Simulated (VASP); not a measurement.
Output of a VASP run:

### OSZICAR
```
...
       N       E                     dE             d eps       ncg     rms          rms(c)
DAV:   1    -0.573170524880E+03    0.74751E-03   -0.52460E-01   472   0.178E+00    0.135E-01
RMM:   2    -0.573171428431E+03   -0.90355E-03   -0.99459E-03   472   0.233E-01    0.572E-02
RMM:   3    -0.573171475338E+03   -0.46907E-04   -0.84985E-04   474   0.707E-02    0.376E-02
RMM:   4    -0.573171468125E+03    0.72130E-05   -0.21185E-04   472   0.326E-02    0.898E-03
RMM:   5    -0.573171471927E+03   -0.38016E-05   -0.37463E-05   327   0.116E-02
  91 F= -.57317147E+03 E0= -.57317147E+03  d E =-.925482E-03
       N       E                     dE             d eps       ncg     rms          rms(c)
DAV:   1    -0.573170448903E+03    0.10192E-02   -0.93953E-01   472   0.238E+00    0.187E-01
RMM:   2    -0.573172043348E+03   -0.15944E-02   -0.17695E-02   472   0.312E-01    0.760E-02
RMM:   3    -0.573172113194E+03   -0.69846E-04   -0.14809E-03   472   0.942E-02    0.487E-02
RMM:   4    -0.573172098754E+03    0.14441E-04   -0.39013E-04   472   0.434E-02    0.115E-02
RMM:   5    -0.573172106154E+03   -0.74002E-05   -0.71195E-05   389   0.156E-02
  92 F= -.57317211E+03 E0= -.57317211E+03  d E =-.634227E-03
       N       E                     dE             d eps       ncg     rms          rms(c)
DAV:   1    -0.573172004902E+03    0.93851E-04   -0.78513E-02   512   0.688E-01    0.542E-02
RMM:   2    -0.573172140685E+03   -0.13578E-03   -0.14978E-03   472   0.906E-02    0.220E-02
RMM:   3    -0.573172147383E+03   -0.66983E-05   -0.12805E-04   471   0.276E-02    0.142E-02
RMM:   4    -0.573172146537E+03    0.84574E-06   -0.34199E-05   329   0.127E-02
  93 F= -.57317215E+03 E0= -.57317215E+03  d E =-.674611E-03
       N       E                     dE             d eps       ncg     rms          rms(c)
DAV:   1    -0.573171221190E+03    0.92619E-03   -0.90070E-01   472   0.233E+00    0.174E-01
RMM:   2    -0.573172747547E+03   -0.15264E-02   -0.16838E-02   472   0.304E-01    0.734E-02
RMM:   3    -0.573172817131E+03   -0.69584E-04   -0.13966E-03   472   0.914E-02    0.478E-02
RMM:   4    -0.573172803001E+03    0.14130E-04   -0.36414E-04   472   0.421E-02    0.111E-02
RMM:   5    -0.573172810044E+03   -0.70429E-05   -0.66825E-05   376   0.150E-02
  94 F= -.57317281E+03 E0= -.57317281E+03  d E =-.663506E-03
       N       E                     dE             d eps       ncg     rms          rms(c)
DAV:   1    -0.573172674098E+03    0.12890E-03   -0.13794E-01   480   0.912E-01    0.682E-02
RMM:   2    -0.573172911663E+03   -0.23757E-03   -0.26050E-03   472   0.119E-01    0.285E-02
RMM:   3    -0.573172923557E+03   -0.11893E-04   -0.21963E-04   472   0.362E-02    0.187E-02
RMM:   4    -0.573172921740E+03    0.18174E-05   -0.57251E-05   414   0.167E-02
  95 F= -.57317292E+03 E0= -.57317292E+03  d E =-.775202E-03
       N       E                     dE             d eps       ncg     rms          rms(c)
DAV:   1    -0.573172865731E+03    0.57826E-04   -0.28702E-01   472   0.132E+00    0.119E-01
RMM:   2    -0.573173355872E+03   -0.49014E-03   -0.56009E-03   472   0.176E-01    0.455E-02
RMM:   3    -0.573173365521E+03   -0.96488E-05   -0.47687E-04   473   0.532E-02    0.279E-02
RMM:   4    -0.573173357157E+03    0.83635E-05   -0.14120E-04   468   0.257E-02    0.704E-03
RMM:   5    -0.573173358819E+03   -0.16615E-05   -0.21808E-05   299   0.897E-03
  96 F= -.57317336E+03 E0= -.57317336E+03  d E =-.437079E-03
```

File OUTCAR:
```
------------------------ aborting loop because EDIFF is reached ----------------------------------------
  FORCE on cell =-STRESS in cart. coord.  units (eV):
  Direction    XX          YY          ZZ          XY          YZ          ZX
  --------------------------------------------------------------------------------------
  Total      -21.9426378    -23.6733360    -18.6996762      1.9715223     -3.5806083     -5.1462167
  in kB      -36.8669329    -39.7747664    -31.4182696      3.3124541     -6.0159607     -8.6464183
  external PRESSURE =     -36.0199897 kB  Pullay stress =       0.0000000 kB
  volume of cell :      953.59
      direct lattice vectors                 reciprocal lattice vectors
     5.005566415 -8.669895594  0.000000000     0.099888796 -0.057670821  0.000000000
     5.005566415  8.669895594  0.000000000     0.099888796  0.057670821  0.000000000
     0.000000000  0.000000000 10.986650669     0.000000000  0.000000000  0.091019550
 POSITION                                       TOTAL-FORCE (eV/Angst)
 -----------------------------------------------------------------------------------
      1.20401      2.08048      1.89205        -0.001143      0.002394      0.008371
      2.67328      0.03297      0.04636        -0.003554      0.005218     -0.010217
      1.22553     -2.03927      3.69234         0.001801     -0.009189     -0.003787
      6.14921     -6.66528      7.37137        -0.012194      0.013732      0.000166
      2.51153     -0.03311      5.67450        -0.002766     -0.002516     -0.000736
      1.21682     -1.98870      9.16254        -0.007601     -0.001825     -0.008579
      3.76517      6.32429      1.84905         0.009057     -0.002989      0.007935
      5.20384      4.34305     10.94474         0.002959     -0.004339      0.009187
      3.52753      2.25362      3.95437         0.009678     -0.001167     -0.005605
      3.73259      6.43911      7.33419         0.001060      0.004146     -0.006201
      5.17098      4.34645      5.52401         0.002332      0.000575     -0.002453
      3.68260      2.29079      9.16181         0.008152      0.003211     -0.018108
      3.74011     -2.26210      1.85188         0.004077     -0.000946      0.013032
      5.15339     -4.34707      0.02857        -0.010063     -0.011436      0.002594
      8.67337      2.30475      3.64813         0.002009      0.007415      0.010130
      3.72425     -2.30006      7.34974        -0.006656     -0.014399      0.010675
      5.15540     -4.38390      5.51136         0.002987      0.010916     -0.008730
      8.67236      2.25910      9.19940        -0.025534      0.002067      0.007726
      6.36005      2.13809      1.64913         0.002514     -0.002711      0.000186
      7.72403     -0.06706      0.00120         0.005974      0.007188      0.002955
      6.26183     -2.12863      3.68594         0.007068      0.007083     -0.008753
      6.18607      2.05562      7.35340         0.009539     -0.002284     -0.005752
      7.63202      0.00842      5.49673        -0.009801     -0.005699      0.014591
      6.22749     -2.07470      9.16912         0.001684     -0.006822     -0.000723
      1.74953      0.71224      1.20686        -0.011352     -0.009150     -0.010588
      3.31429      1.31020      5.24989         0.007258      0.005434     -0.000195
      2.29849     -2.49305      2.56162        -0.000133      0.002969     -0.010891
      3.63190     -1.09382      0.72241        -0.004685      0.012245     -0.002534
      1.68076     -0.65061      4.41675         0.007524      0.007884      0.012089
      2.17592      2.56415      3.11271        -0.002624     -0.013603     -0.004431
      1.50776      0.50012      6.84223         0.007443     -0.002896      0.007735
      3.60965      1.13488     10.29884        -0.012812     -0.006326      0.009240
      2.27786     -2.53004      8.05016        -0.002919     -0.003070      0.000423
      3.56613     -1.13997      6.21774         0.001078      0.012826     -0.002346
      1.71123     -0.62734      9.89349         0.013586      0.000849     -0.010986
      2.21803      2.52281      8.48440         0.000360      0.001534     -0.011895
      4.32125      4.94386      1.19148         0.005711     -0.008553      0.006543
      6.12271      5.45143      4.81010        -0.000934      0.000867      0.001418
      4.72504      2.07981      1.92502         0.002075      0.011731     -0.019753
      6.32037      3.26042      0.47588         0.013020     -0.001946     -0.009507
      4.21070      3.65468      4.39701         0.005271     -0.005704      0.007288
      4.79255      6.88369      2.98276         0.001665     -0.009180     -0.000629
      4.23390      5.05177      6.65198        -0.004286     -0.004411      0.001351
      6.07855      5.52712     10.28586        -0.002649      0.007615     -0.004606
      4.71918      1.81109      8.00247        -0.008872     -0.004386      0.010897
      6.12615      3.23849      6.23225        -0.009379      0.005798     -0.005215
      4.19673      3.67642      9.84917         0.000588     -0.007375     -0.011205
      4.78528      6.95544      8.45958         0.007547     -0.009285      0.014088
      4.19408     -3.64941      1.13952        -0.002070      0.010361      0.002771
      6.14277     -3.28361      4.83230        -0.017353     -0.003224     -0.012916
      4.72401     -6.85637      2.50765         0.001652      0.001960     -0.002591
      6.13007     -5.42777      0.75293        -0.000922     -0.003956      0.015246
      4.17664     -4.99577      4.35951         0.004349     -0.005273     -0.001563
      4.82718     -1.85900      2.98482        -0.016043      0.002294     -0.005514
      4.23133     -3.68340      6.66034         0.011697      0.020058      0.014079
      6.10711     -3.25795     10.27875        -0.000789      0.013995      0.005615
...
```
(Selected blocks of OUTCAR.)

### POSCAR
```
O49Si24
1
    5.0055664148    -8.6698955938     0.0000000000
    5.0055664148     8.6698955938     0.0000000000
    0.0000000000     0.0000000000    10.9866506686
Si O
24 49
Direct
  0.0098244409   0.2500264023   0.1744601055
  0.2615149976   0.2623315126   0.0017435010
  0.2385220226   0.9983635205   0.3336393897
  0.9988933130   0.2342644554   0.6673995355
  0.2606014642   0.2551580035   0.5023467212
  0.2371345168   0.0014489409   0.8323479132
  0.0034022194   0.7355554395   0.1665931220
  0.2647161963   0.7631953398   0.9966466681
  0.2614474430   0.5230398425   0.3378862433
  0.9960598133   0.7400792576   0.6676736266
  0.2566327432   0.7611464753   0.5014172644
  0.2376460576   0.4974267250   0.8332480387
  0.5002256943   0.2382649237   0.1674366016
  0.7666838983   0.2654031784   0.0045643895
  0.7384769674   0.9997281682   0.3323230519
  0.5012976614   0.2373953229   0.6671701303
  0.7614873774   0.2574875410   0.4999427135
  0.7383115307   0.9993974437   0.8363817994
  0.5033137837   0.7419190448   0.1557865995
  0.7662568497   0.7611761153   0.9987728783
  0.7417804434   0.4980902614   0.3337830086
  0.4985434283   0.7391861592   0.6706195228
  0.7584992638   0.7599558471   0.5003957386
  0.7378931288   0.4982361875   0.8334984744
  0.1265306558   0.2070535991   0.1035284609
  0.2907629249   0.4144237762   0.4384543835
  0.3707431292   0.0792970982   0.2303589037
  0.4210886610   0.2929072932   0.0644418504
  0.2028387637   0.1222781202   0.3994665876
  0.0990672615   0.3811664794   0.2762562423
  0.1275695822   0.2025611492   0.6050782688
  0.2940607976   0.4213766059   0.9370435115
  0.3722162027   0.0781330671   0.7299722179
  0.4209582454   0.2895103352   0.5637779914
  0.2066078150   0.1292761524   0.8975083334
  0.0779972506   0.3691697877   0.7697104028
  0.1351740484   0.7085541492   0.1032615761
  0.2983560998   0.9228346960   0.4354555620
  0.3589667215   0.5765818146   0.2029811721
  0.4305794413   0.8041258832   0.0535849405
  0.1875829515   0.6227093876   0.4006800749
  0.0798596731   0.8684215315   0.2706693198
  0.1242799270   0.7097584505   0.6049712004
  0.2915502458   0.9213182621   0.9345511450
  0.3735095340   0.5761858794   0.7318131875
  0.4130537463   0.7941149935   0.5735799541
  0.2074367722   0.6267942193   0.8961809597
  0.0758763122   0.8750225946   0.7702685715
  0.6282258127   0.2064367290   0.1042639234
  0.7984855566   0.4162548317   0.4326706333
  0.8757489866   0.0895022871   0.2340697164
  0.9263707104   0.3039979907   0.0728150027
  0.6983828484   0.1193895044   0.3998856993
  0.5806913843   0.3719233864   0.2703209219
  0.6306264542   0.2083818857   0.6046507853
  0.7944988472   0.4222331388   0.9376165197
  0.8692517258   0.0757727675   0.7306395336
  0.9208363550   0.2863672319   0.5622076510
  0.7137240024   0.1306070726   0.9020518978
  0.5785629950   0.3703203314   0.7703148376
  0.6317737419   0.7059319718   0.1013258348
  0.7921716703   0.9168273266   0.4315166729
  0.8730914091   0.5756868595   0.2281622025
  0.9252512499   0.7909115840   0.0624820583
  0.7111363754   0.6228837336   0.4023057469
  0.5817947605   0.8756088586   0.2603337953
  0.6271742201   0.7117598454   0.6045545756
  0.7971507877   0.9216309104   0.9375119759
  0.8713975884   0.5788415139   0.7309213816
  0.9183590322   0.7966352693   0.5660473594
  0.7067998872   0.6271486323   0.8956927472
  0.5758570486   0.8708013465   0.7759524569
  0.4487875324   0.6565825574   0.3907252152
```

Task: Write an INCAR and KPOINTS that could have produced this output.

Result: This is not unique; one that fits is the input of the run itself, PBE GGA, plane waves, VASP's PBE PAW potentials (set 64).

INCAR:
```
SYSTEM = O49Si24
PREC = Normal; ENCUT = 400; LREAL = Auto
LASPH = .TRUE.; ISYM = 0
EDIFF = 1E-5; NELM = 100; NELMIN = 4
ALGO = Fast
ISMEAR = 0; SIGMA = 0.05
GGA = PE
IBRION = 2; NSW = 120; ISIF = 2
EDIFFG = -0.03
LWAVE = .FALSE.; LCHARG = .FALSE.
```

### KPOINTS
```
Regular mesh
0
G
 1 1 1
```

POTCAR, in this order: Si O (PBE.64 set). Program: vasp_gam.

At this cut-off the stress carries a Pulay error, which pulls relaxed volumes low. The supercell is sampled at Γ alone, which is coarse: total energies, pressure and levels can be off, energies of defects by several tenths of an eV.

The cell is a supercell with a defect, built from SiO2 (quartz): O_i. The run is not spin-polarised, so no state with unpaired spins was tried.
